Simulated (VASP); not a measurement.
Given:

```xyz
1
Lattice="0.0000 2.7739 2.7739 2.7739 0.0000 2.7739 2.7739 2.7739 0.0000" Properties=species:S:1:pos:R:3 pbc="T T T"
Ca     0.0000     0.0000     0.0000
```

These are r2SCAN+rVV10, VASP's PBE PAW potentials (set 64) (plane waves; VASP) values and carry that method's errors. Settings: 520 eV cut-off, 13×13×13 Γ-centred mesh, tetrahedra with Blöchl corrections, potentials Ca_sv.

### Question
Give the energies of bands 5 to 8 at the high-symmetry points, in eV from the Fermi level.

### Answer

```json
[
 {"band": "5", "Γ": "-4.26", "X": "-0.38", "U": "0.08", "L": "-0.93", "W": "0.28"},
 {"band": "6", "Γ": "2.72", "X": "0.78", "U": "0.57", "L": "-0.28", "W": "0.79"},
 {"band": "7", "Γ": "2.72", "X": "0.93", "U": "0.87", "L": "2.58", "W": "0.79"},
 {"band": "8", "Γ": "2.72", "X": "4.54", "U": "3.65", "L": "2.58", "W": "2.92"}
]
```

It has no gap at this level: it comes out as a metal or semimetal.

The compound is Ca in the fcc structure. It was relaxed first.
